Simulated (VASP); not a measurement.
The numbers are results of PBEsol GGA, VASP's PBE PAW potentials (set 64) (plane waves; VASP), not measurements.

A VASP calculation is set up with these files.

File KPOINTS:
```
K-points
0
gamma
 13 13 13
0 0 0
```

POSCAR:
```
BN
1
    0.0000000000     1.7751407429     1.7751407429
    1.7751407429    -0.0000000000     1.7751407429
    1.7751407429     1.7751407429     0.0000000000
B N
1 1
Direct
  0.0000000000   0.0000000000   0.0000000000
  0.2500000000   0.2500000000   0.2500000000
```

INCAR:
```
! general
SYSTEM   =  BN
PREC     =  Accurate
ENCUT    =  620   ! plane-wave cut-off (eV)
LREAL    =  .FALSE.   ! projection in real space or not
LASPH    =  .TRUE.   ! aspherical one-centre terms

! electronic loop
EDIFF    =  1E-6   ! SCF stop (eV)
NELM     =  100   ! most electronic steps
ALGO     =  Normal   ! blocked Davidson

! smearing
ISMEAR   =  0
SIGMA    =  0.05

! functional
GGA      =  PS   ! PBEsol

! ions
IBRION   =  2   ! conjugate gradients
NSW      =  40   ! most ionic steps
ISIF     =  3
EDIFFG   =  -0.02
PSTRESS  =  200

! output
LWAVE    =  .FALSE.
LCHARG   =  .FALSE.
```

POTCAR, in this order: B N (PBE.64 set). Program: vasp_std.

Output

### OSZICAR
```
       N       E                     dE             d eps       ncg     rms          rms(c)
DAV:   1     0.150068048708E+02    0.15007E+02   -0.59016E+03  1376   0.117E+03
DAV:   2    -0.190660042130E+02   -0.34073E+02   -0.33017E+02  1832   0.215E+02
DAV:   3    -0.193536427593E+02   -0.28764E+00   -0.28764E+00  1624   0.225E+01
DAV:   4    -0.193539070856E+02   -0.26433E-03   -0.26433E-03  1864   0.622E-01
DAV:   5    -0.193539071511E+02   -0.65526E-07   -0.65526E-07  1552   0.747E-03    0.686E+00
DAV:   6    -0.184427325278E+02    0.91117E+00   -0.31233E+00  1800   0.140E+01    0.344E+00
DAV:   7    -0.183395598383E+02    0.10317E+00   -0.12582E-01  1784   0.334E+00    0.192E+00
DAV:   8    -0.183175071796E+02    0.22053E-01   -0.44317E-02  1504   0.179E+00    0.206E-01
DAV:   9    -0.183175297038E+02   -0.22524E-04   -0.38677E-04  1360   0.245E-01    0.799E-02
DAV:  10    -0.183175433180E+02   -0.13614E-04   -0.69740E-05  1912   0.923E-02    0.138E-02
DAV:  11    -0.183175447220E+02   -0.14039E-05   -0.22026E-06  1440   0.148E-02    0.481E-03
DAV:  12    -0.183175447815E+02   -0.59573E-07   -0.51044E-07   672   0.645E-03
   1 F= -.16921023E+02 E0= -.16921023E+02  d E =-.169210E+02
```

File OUTCAR:
```
------------------------ aborting loop because EDIFF is reached ----------------------------------------
  FORCE on cell =-STRESS in cart. coord.  units (eV):
  Direction    XX          YY          ZZ          XY          YZ          ZX
  --------------------------------------------------------------------------------------
  Total        1.3933354      1.3933354      1.3933354     -0.0000000      0.0000000      0.0000000
  in kB      199.5436389    199.5436389    199.5436389     -0.0000000      0.0000000      0.0000000
  external PRESSURE =      -0.4563611 kB  Pullay stress =     200.0000000 kB
  volume of cell :       11.19
      direct lattice vectors                 reciprocal lattice vectors
     0.000000000  1.775140743  1.775140743    -0.281667807  0.281667807  0.281667807
     1.775140743  0.000000000  1.775140743     0.281667807 -0.281667807  0.281667807
     1.775140743  1.775140743  0.000000000     0.281667807  0.281667807 -0.281667807
  FREE ENERGIE OF THE ION-ELECTRON SYSTEM (eV)
  ---------------------------------------------------
  free  energy   TOTEN  =       -18.3175447815 eV

  energy  without entropy=      -18.3175447815  energy(sigma->0) =      -18.31754478
  enthalpy is  TOTEN    =       -16.9210227711 eV   P V=        1.3965220104

 reached required accuracy - stopping structural energy minimisation
```
(Selected blocks of OUTCAR.)

The compound is BN in the zinc blende structure. It was relaxed first under an external pressure of 20 GPa.
